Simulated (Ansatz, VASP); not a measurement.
# WSe2: VASP beside Ansatz

One calculation is typed for both programs; each brings its own data sets. How far apart do they land? The cell is taken from a series of runs on this material, whose earlier steps may have relaxed, scaled, displaced or heated it; both programs get it as it stands.

Program: Ansatz 0.2.0. Level of theory: plane waves, with VASP 6.6.1 beside it; zone-centre phonons at PBEsol. Results are calculated unless marked as measured.

## Step 1: Starting point

The structure is hexagonal, space group P6_3/mmc (No. 194). Conventional cell: a = 3.266 Å, b = 3.266 Å, c = 13.063 Å, α = 90.00°, β = 90.00°, γ = 120.00°. W has 6 Se at 2.52 Å nearest. Se has 3 W at 2.52 Å nearest. Farther neighbours and most contacts between anions are not listed.

## Step 2: VASP: zone-centre phonons, PBEsol

Second derivatives magnify differences that forces hide, and they need a tight electronic threshold.

Lines of VASP's logs that name or quote its potential files are left out, and so is its time.

INCAR reads:

```
SYSTEM = WSe2
PREC = Accurate
ENCUT = 600
EDIFF = 1E-08
NELM = 120
ISMEAR = 0
SIGMA = 0.01
LREAL = .FALSE.
ALGO = Normal
GGA = PS
NBANDS = 24
LASPH = .TRUE.
LORBIT = 11
LWAVE = .FALSE.
LCHARG = .FALSE.
ISIF = 2
IBRION = 8
GGA_COMPAT = .FALSE.
EFERMI = MIDGAP
KPAR = 2
```

POSCAR reads:

```
WSe2
1.0
    3.2664490201      0.0000000000      0.0000000000
   -1.6332245100      2.8288278315      0.0000000000
    0.0000000000      0.0000000000     13.0632378003
W Se
2 4
Direct
    0.3333333333      0.6666666667      0.2500000000
    0.6666666667      0.3333333333      0.7500000000
    0.3333333333      0.6666666667      0.6217698712
    0.6666666667      0.3333333333      0.1217698712
    0.3333333333      0.6666666667      0.8782301288
    0.6666666667      0.3333333333      0.3782301288
```

KPOINTS reads:

```
Automatic mesh
0
Gamma
9 9 2
0 0 0
```

Potentials, in the order of the species: W and Se (PBE family, release 64).

Command:

```bash
$ mpirun -np 2 vasp_std
```

Numbers of over 12 decimals in the logs are rounded to 6 here.

The program printed:

```text
[banner, memory and clock lines left out]
running    2 mpi-ranks, on    1 nodes
 distrk:  each k-point on    1 cores,    2 groups
 distr:  one band on    1 cores,    1 groups

 POSCAR found type information on POSCAR W Se
 POSCAR found :  2 types and       6 ions
|                                                                             |
|               ----> ADVICE to this user running VASP <----                  |
|                                                                             |
|     You enforced a specific xc type in the INCAR file but a different       |
|     [... a line on the potential file left out ...]
|     I HOPE YOU KNOW WHAT YOU ARE DOING!                                     |
|                                                                             |

 LDA part: xc-table for (Slater+PW92), standard interpolation
 POSCAR, INCAR and KPOINTS ok, starting setup
 FFT: planning ... GRIDC
 FFT: planning ... GRID_SOFT
 FFT: planning ... GRID
 WAVECAR not read
 entering main loop
       N       E                     dE             d eps       ncg     rms          rms(c)
DAV:   1     0.205324266737E+03    0.20532E+03   -0.17065E+04  1152   0.148E+03
DAV:   2    -0.302453111623E+02   -0.23557E+03   -0.22592E+03  1512   0.288E+02
DAV:   3    -0.483144275577E+02   -0.18069E+02   -0.17895E+02  1560   0.756E+01
DAV:   4    -0.486888080941E+02   -0.37438E+00   -0.37347E+00  1520   0.117E+01
DAV:   5    -0.486965439505E+02   -0.77359E-02   -0.77299E-02  1592   0.146E+00    0.326E+01
DAV:   6    -0.471277176146E+02    0.15688E+01   -0.71405E+00  1720   0.129E+01    0.131E+01
DAV:   7    -0.468637054610E+02    0.26401E+00   -0.39733E+00  1560   0.101E+01    0.776E+00
DAV:   8    -0.466819343513E+02    0.18177E+00   -0.60521E-01  1576   0.472E+00    0.636E-01
DAV:   9    -0.466805955192E+02    0.13388E-02   -0.58196E-02  1608   0.128E+00    0.417E-01
DAV:  10    -0.466797775143E+02    0.81800E-03   -0.58533E-03  1520   0.439E-01    0.225E-01
DAV:  11    -0.466797429059E+02    0.34608E-04   -0.83102E-04  1472   0.150E-01    0.146E-01
DAV:  12    -0.466797273595E+02    0.15546E-04   -0.25776E-04  1608   0.948E-02    0.390E-02
DAV:  13    -0.466797294208E+02   -0.20614E-05   -0.18518E-05  1584   0.241E-02    0.954E-03
DAV:  14    -0.466797294369E+02   -0.16123E-07   -0.16225E-06  1640   0.703E-03    0.444E-03
DAV:  15    -0.466797295071E+02   -0.70188E-07   -0.11399E-07  1512   0.206E-03    0.234E-03
DAV:  16    -0.466797294190E+02    0.88139E-07   -0.47261E-08  1440   0.106E-03    0.124E-03
DAV:  17    -0.466797294244E+02   -0.54265E-08   -0.11435E-08   984   0.639E-04
   1 F= -.46679729E+02 E0= -.46679729E+02  d E =0.000000E+00
 Linear response reoptimize wavefunctions to high precision
DAV:   1    -0.466797294067E+02    0.17684E-07   -0.41423E-09  1192   0.447E-04
DAV:   2    -0.466797294068E+02   -0.35470E-10   -0.27425E-10   864   0.861E-05
 Linear response DOF=           4
 Linear response progress:
  Degree of freedom:   1/  4
       N       E                     dE             d eps       ncg     rms          rms(c)
RMM:   1    -0.115465862209E+00   -0.11547E+00   -0.99159E-02  6364   0.143E+00
RMM:   2    -0.111452869595E+00    0.40130E-02   -0.37433E-03  6320   0.278E-01    0.153E-01
RMM:   3    -0.110946342314E+00    0.50653E-03   -0.43052E-04  6607   0.795E-02    0.911E-02
RMM:   4    -0.110757043907E+00    0.18930E-03   -0.34208E-04  6434   0.871E-02    0.126E-02
RMM:   5    -0.110797484168E+00   -0.40440E-04   -0.11689E-05  7152   0.119E-02    0.369E-03
RMM:   6    -0.110810125873E+00   -0.12642E-04   -0.82006E-07  6995   0.329E-03    0.543E-04
RMM:   7    -0.110808096821E+00    0.20291E-05    0.39138E-07  7339   0.808E-04    0.154E-04
RMM:   8    -0.110807263391E+00    0.83343E-06    0.45893E-07  7621   0.288E-04    0.519E-05
RMM:   9    -0.110807119310E+00    0.14408E-06   -0.19567E-07  7610   0.137E-04    0.243E-05
RMM:  10    -0.110807107734E+00    0.11576E-07   -0.98919E-08  7555   0.109E-04    0.455E-06
RMM:  11    -0.110807134198E+00   -0.26465E-07   -0.81256E-08  7862   0.867E-05    0.186E-06
RMM:  12    -0.110807141281E+00   -0.70826E-08   -0.45137E-08  7206   0.812E-05    0.766E-07
 first order change of Fermi-energy  -0.14943E-03
 force on displaced ion       1 direction 1 : -19.054  -0.000   0.000
 Linear response progress:
  Degree of freedom:   2/  4
       N       E                     dE             d eps       ncg     rms          rms(c)
RMM:   1    -0.160809886959E+00   -0.16081E+00   -0.15254E-01  2298   0.159E+00
RMM:   2    -0.145684993617E+00    0.15125E-01   -0.72969E-03  1844   0.410E-01    0.154E-01
RMM:   3    -0.145119594973E+00    0.56540E-03   -0.65920E-04  1941   0.960E-02    0.890E-02
RMM:   4    -0.145022919307E+00    0.96676E-04   -0.32601E-04  1883   0.829E-02    0.269E-02
RMM:   5    -0.145119917310E+00   -0.96998E-04   -0.11935E-05  2030   0.200E-02    0.894E-03
RMM:   6    -0.145165695729E+00   -0.45778E-04   -0.52079E-06  2024   0.715E-03    0.157E-03
RMM:   7    -0.145166622920E+00   -0.92719E-06   -0.13152E-06  2138   0.193E-03    0.748E-04
RMM:   8    -0.145169291071E+00   -0.26682E-05   -0.12412E-06  2106   0.101E-03    0.437E-04
RMM:   9    -0.145168380974E+00    0.91010E-06   -0.23649E-07  2145   0.586E-04    0.498E-05
RMM:  10    -0.145168490029E+00   -0.10906E-06   -0.21625E-07  2233   0.249E-04    0.218E-05
RMM:  11    -0.145168527551E+00   -0.37522E-07   -0.26322E-07  2255   0.197E-04    0.146E-05
RMM:  12    -0.145168482252E+00    0.45300E-07    0.29510E-08  2301   0.189E-04    0.703E-06
RMM:  13    -0.145168499226E+00   -0.16974E-07   -0.86935E-08  2263   0.178E-04    0.163E-06
RMM:  14    -0.145168500746E+00   -0.15199E-08   -0.91057E-08  2172   0.173E-04    0.443E-07
 first order change of Fermi-energy   0.18856E-04
 force on displaced ion       1 direction 3 :  -0.000  -0.000 -29.482
 Linear response progress:
  Degree of freedom:   3/  4
       N       E                     dE             d eps       ncg     rms          rms(c)
RMM:   1    -0.710311764205E-01   -0.71031E-01    0.44401E-02  8981   0.126E+00
RMM:   2    -0.701041787959E-01    0.92700E-03   -0.22871E-03  6501   0.244E-01    0.942E-02
RMM:   3    -0.702328098809E-01   -0.12863E-03   -0.18836E-04  7231   0.434E-02    0.580E-02
RMM:   4    -0.704017469747E-01   -0.16894E-03   -0.40717E-05  6937   0.300E-02    0.639E-03
RMM:   5    -0.703773117932E-01    0.24435E-04   -0.27495E-06  7396   0.573E-03    0.439E-03
RMM:   6    -0.703530585526E-01    0.24253E-04   -0.18174E-07  7001   0.300E-03    0.563E-04
RMM:   7    -0.703525762840E-01    0.48227E-06   -0.33249E-07  7768   0.746E-04    0.132E-04
RMM:   8    -0.703530843386E-01   -0.50805E-06    0.33877E-07  7609   0.277E-04    0.607E-05
RMM:   9    -0.703531323692E-01   -0.48031E-07    0.42170E-09  7842   0.180E-04    0.152E-05
RMM:  10    -0.703529947015E-01    0.13767E-06   -0.25057E-08  7735   0.137E-04    0.887E-06
RMM:  11    -0.703529874100E-01    0.72915E-08   -0.21278E-07  7739   0.127E-04    0.199E-06
RMM:  12    -0.703529788973E-01    0.85127E-08   -0.13016E-07  7649   0.119E-04    0.731E-07
RMM:  13    -0.703529821762E-01   -0.32789E-08   -0.17875E-07  6079   0.117E-04    0.366E-07
RMM:  14    -0.703529849202E-01   -0.27440E-08   -0.16627E-07  5621   0.117E-04    0.763E-08
 first order change of Fermi-energy   0.36553E-05
 force on displaced ion       3 direction 1 :  -9.185  -0.001  -0.001
 Linear response progress:
  Degree of freedom:   4/  4
       N       E                     dE             d eps       ncg     rms          rms(c)
RMM:   1    -0.126144265494E+00   -0.12614E+00    0.66523E-02  2653   0.137E+00
RMM:   2    -0.122182417921E+00    0.39618E-02   -0.40560E-03  1934   0.320E-01    0.266E-01
RMM:   3    -0.122088826000E+00    0.93592E-04   -0.66817E-04  1975   0.989E-02    0.210E-01
RMM:   4    -0.122102076224E+00   -0.13250E-04   -0.22930E-04  1998   0.530E-02    0.469E-02
RMM:   5    -0.122134056800E+00   -0.31981E-04   -0.55224E-05  1942   0.332E-02    0.877E-03
RMM:   6    -0.122136183846E+00   -0.21270E-05   -0.12865E-05  2108   0.983E-03    0.304E-03
RMM:   7    -0.122137509890E+00   -0.13260E-05    0.56070E-07  2105   0.350E-03    0.118E-03
RMM:   8    -0.122138964988E+00   -0.14551E-05    0.19884E-06  2185   0.115E-03    0.513E-04
RMM:   9    -0.122140782509E+00   -0.18175E-05    0.17328E-07  2163   0.543E-04    0.189E-04
RMM:  10    -0.122141088913E+00   -0.30640E-06   -0.40846E-07  2275   0.249E-04    0.645E-05
RMM:  11    -0.122141268804E+00   -0.17989E-06   -0.76641E-08  2256   0.174E-04    0.246E-05
RMM:  12    -0.122141331590E+00   -0.62786E-07   -0.39491E-08  2355   0.145E-04    0.117E-05
RMM:  13    -0.122141331983E+00   -0.39243E-09   -0.81707E-08  2384   0.133E-04    0.371E-06
 first order change of Fermi-energy   0.65280E+00
 force on displaced ion       3 direction 3 :  -0.000   0.000 -16.557
 Linear response finished
```

[end of part 1 of 2]

[Lines on the potential files, build, host, timing and source positions are cut from VASP's logs without a mark.]

[Logs are printed without paths, hosts, clocks, repeated set-up lines and the standing remarks that a program may print on its own settings, such as how far it seeks lower states.]

[Hosts, paths, dates, database ids (printed as entryN), source tags and the programs' standing remarks are cut or masked in the printed files.]
